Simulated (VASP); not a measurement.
**GaN: band gap against strain**

GaN (wurtzite, P6_3mc, 11.756 Å³/atom and stress up to 0.19 GPa in the relaxed cell, c along z) under an equal strain ε along all three axes. PBE in VASP (plane waves, PAW), 600 eV, 12×12×6 Γ-centred mesh, Gaussian smearing 0.05 eV; ions are relaxed, or left where forces stay under 0.02 eV/Å, within the symmetry of each cell. Gaps are the smallest on the run's k-mesh, which can miss an edge that lies off it, without spin-orbit coupling; in all rows the valence edge lies at Γ and the conduction edge at Γ.

Here s stands for strain and Eg for gap.

```csv
strain (%),gap (eV)
0.00,1.720
0.50,1.620
1.00,1.521
1.50,1.422
3.00,?
```

**Question.** Using a straight line, estimate the missing Eg at s = 3.00 from the other rows, showing the fit.

**Answer.** Means: s 0.75000, Eg 1.5707. About the means, the sum of products is -0.24825 and the sum of squares of s is 1.2500; the slope is their ratio. Least squares gives Eg = 1.7197 - 0.19860·s. Residuals (row less fit): 0.0003, -0.0004, -0.0001, 0.0002; standard error 0.0004 (degrees of freedom: 2). Over these rows the gap moves by -19.86 ± 0.03 eV per unit strain, or -6.6 eV per unit of ln V. At the withheld row, Eg = 1.7197 - 0.19860 × 3.0 = 1.1239 eV. The calculation gives 1.131 eV, 0.0071 eV above the prediction (1.2 % of the range of Eg in the table). The row lies outside the fitted rows, so this is an extrapolation. The scatter of the fitted rows lies at the last printed digit.

A polynomial of degree 2 through the 6 other runs of the series gives 1.131 there, so most of the miss is curvature that the fit leaves out. Rows are the converged runs of the series near zero and its far end; series whose fitted rows scatter by over a few per cent of the range, as at a crossing or softening among them, aren't shown in this form, nor equations of state whose B0' disagrees with the runs' pressures. Most that stay on the fit to the last digits aren't either.
